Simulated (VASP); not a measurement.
Given:

```
Mo2Ti
1.0
    0.00000     2.24736     6.55455
    1.56158     0.00000     6.55455
    1.56158     2.24736     0.00000
Ti Mo
1 2
Direct
  0.00000   0.00000   0.00000
  0.33228   0.33228   0.66772
  0.66772   0.66772   0.33228
```

Level of theory: PBEsol GGA, VASP's PBE PAW potentials (set 64) (plane waves; VASP). Run with 400 eV cut-off, 14×14×14 Γ-centred mesh, tetrahedra with Blöchl corrections, potentials Ti_sv Mo_sv.

Problem. Estimate the energy per atom (σ→0), band gap (on the k-mesh) with the smallest direct gap where there is one.

Solution. 
```yaml
band gap (on the k-mesh): none (metal, semimetal or under 0.01 eV)
energy per atom (σ→0): -10.706 eV/atom
```

Total energies compare only between runs with the same potentials, cut-off and functional.

The structure comes from a computed database's TiMo2 entry (Fmmm); how it stands against other phases isn't given here. It was relaxed first.
